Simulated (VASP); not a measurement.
Output of a VASP run:

File OSZICAR:
```
       N       E                     dE             d eps       ncg     rms          rms(c)
DAV:   1     0.206402496523E+03    0.20640E+03   -0.15051E+04  7060   0.242E+03
DAV:   2     0.158419771724E+02   -0.19056E+03   -0.18856E+03  7068   0.449E+02
DAV:   3    -0.145700749839E+01   -0.17299E+02   -0.17145E+02  8050   0.139E+02
DAV:   4    -0.197711020798E+01   -0.52010E+00   -0.51727E+00  8060   0.262E+01
DAV:   5    -0.199747864359E+01   -0.20368E-01   -0.20365E-01  9546   0.475E+00    0.226E+00
DAV:   6    -0.198108005080E+01    0.16399E-01   -0.35582E-02  9142   0.290E+00    0.125E+00
DAV:   7    -0.197723779752E+01    0.38423E-02   -0.20749E-02  9122   0.217E+00    0.163E-01
DAV:   8    -0.197724917384E+01   -0.11376E-04   -0.20910E-03  8014   0.676E-01    0.377E-02
DAV:   9    -0.197725883637E+01   -0.96625E-05   -0.59119E-05  8922   0.820E-02    0.143E-02
DAV:  10    -0.197725864999E+01    0.18637E-06   -0.94688E-06  8430   0.438E-02    0.198E-03
DAV:  11    -0.197725875370E+01   -0.10370E-06   -0.38988E-07  7024   0.862E-03    0.125E-03
DAV:  12    -0.197725853012E+01    0.22357E-06   -0.86252E-08  4010   0.360E-03    0.271E-04
DAV:  13    -0.197725855259E+01   -0.22465E-07   -0.13073E-08  3746   0.164E-03
   1 F= -.19772586E+01 E0= -.19772364E+01  d E =-.197726E+01
       N       E                     dE             d eps       ncg     rms          rms(c)
DAV:   1    -0.197744636485E+01   -0.18783E-03   -0.44571E-03  7904   0.595E-01    0.626E-02
DAV:   2    -0.197733811547E+01    0.10825E-03   -0.22895E-04  8478   0.262E-01    0.389E-02
DAV:   3    -0.197727878565E+01    0.59330E-04   -0.13242E-04  9046   0.180E-01    0.494E-03
DAV:   4    -0.197728051818E+01   -0.17325E-05   -0.24785E-05  7440   0.649E-02    0.297E-03
DAV:   5    -0.197728046225E+01    0.55925E-07   -0.70819E-07  8638   0.149E-02
   2 F= -.19772805E+01 E0= -.19772763E+01  d E =-.219097E-04
```

File OUTCAR:
```
------------------------ aborting loop because EDIFF is reached ----------------------------------------
  FORCE on cell =-STRESS in cart. coord.  units (eV):
  Direction    XX          YY          ZZ          XY          YZ          ZX
  --------------------------------------------------------------------------------------
  Total        0.5469447      0.5469447      0.5229081      0.0000000      0.0000000      0.0000000
  in kB       16.1923308     16.1923308     15.4807252      0.0000000      0.0000000      0.0000000
  external PRESSURE =      15.9551290 kB  Pullay stress =       0.0000000 kB
  volume of cell :       54.12
      direct lattice vectors                 reciprocal lattice vectors
    -2.918936225  2.918936225  1.587944910     0.000000000  0.171295281  0.314872384
     2.918936225 -2.918936225  1.587944910     0.171295281  0.000000000  0.314872384
     2.918936225  2.918936225 -1.587944910     0.171295281  0.171295281  0.000000000
 POSITION                                       TOTAL-FORCE (eV/Angst)
 -----------------------------------------------------------------------------------
      2.91894     -0.00000      0.79397        -0.000000      0.000000     -0.000000
     -0.00000      0.00000      0.00000         0.000000     -0.000000      0.000000
 -----------------------------------------------------------------------------------
    total drift:                               -0.000000     -0.000000      0.000000
  FREE ENERGIE OF THE ION-ELECTRON SYSTEM (eV)
  ---------------------------------------------------
  free  energy   TOTEN  =        -1.9772804623 eV

  energy  without entropy=       -1.9772679291  energy(sigma->0) =       -1.97727628

 reached required accuracy - stopping structural energy minimisation
```
(Selected blocks of OUTCAR.)

POSCAR:
```
Sn
1
   -2.9179606861     2.9179606861     1.5890068582
    2.9179606861    -2.9179606861     1.5890068582
    2.9179606861     2.9179606861    -1.5890068582
Sn
2
Direct
  0.2500000000   0.7500000000   0.5000000000
  0.0000000000   0.0000000000   0.0000000000
```

Question: Reconstruct the remaining input files.

Answer: This is not unique; one that fits is the input of the run itself, rev-vdW-DF2, plane waves, VASP's PBE PAW potentials (set 64).

**KPOINTS**
```
Automatic mesh
0
Gamma
13 13 13
0 0 0
```

**INCAR**
```
AGGAC  =  0.0
ALGO  =  Normal
EDIFF  =  1E-7
EDIFFG  =  -0.01
ENCUT  =  520
GGA  =  MK
IBRION  =  2
ISIF  =  4
ISMEAR  =  1
LASPH  =  .TRUE.
LCHARG  =  .FALSE.
LMAXMIX  =  4
LREAL  =  .FALSE.
LUSE_VDW  =  .TRUE.
LWAVE  =  .FALSE.
NELM  =  100
NSW  =  30
PARAM1  =  0.1234568
PARAM2  =  0.7114
PREC  =  Accurate
SIGMA  =  0.1
SYSTEM  =  Sn
ZAB_VDW  =  -1.8867
```

POTCAR, in this order: Sn_d (PBE.64 set). Program: vasp_std.

The compound is Sn in the beta structure. This cell is one point of a volume scan, at 0.97 of the reference volume. Symmetry was kept, so distortions that lower it aren't found.
